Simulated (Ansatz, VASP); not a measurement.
## Hf3Ti in VASP and in Ansatz

```
CELL_PARAMETERS angstrom
6.27661 0.00000 0.00000
-3.13830 5.43570 0.00000
0.00000 0.00000 4.99146
ATOMIC_POSITIONS crystal
Hf 0.83015 0.66029 0.25000
Hf 0.16985 0.83015 0.75000
Hf 0.33971 0.16985 0.25000
Hf 0.16985 0.33971 0.75000
Hf 0.83015 0.16985 0.25000
Hf 0.66029 0.83015 0.75000
Ti 0.33333 0.66667 0.25000
Ti 0.66667 0.33333 0.75000
```

Alike in both runs: functional PBE; k mesh 3 × 3 × 4; occupations gaussian, width 0.1 eV; no spin polarisation.

Ansatz relaxed the structure, and its values are those at the end. VASP's run is a single point on that final structure, the one shown.

```csv
,VASP,Ansatz
version,VASP 6.6.1,Ansatz 0.2.0
potentials or method,"VASP PAW PBE potentials, release 64 (Hf_pv, Ti_sv)","scalar-relativistic, plane waves, PAW"
plane-wave cutoff (eV),520,420
valence electrons in the cell,84,180
```

VASP gave:

- gap on the k mesh at the Fermi level (eV): none
- pressure (GPa): -0.3
- rms of the force components (eV/Å): 0.005

Q: Estimate Ansatz's values.

A: gap on the k mesh at the Fermi level (eV): none; pressure (GPa): 0.1; rms of the force components (eV/Å): 0.002.

A gap of «none» marks a metal or a gap that the smearing closes. The two sets of potentials don't hold the same shells in valence.

Caveats: the k mesh is coarse (spacing up to 0.39 Å⁻¹), so the values aren't converged. The runs have no spin-orbit coupling, so splittings on Hf are missing.
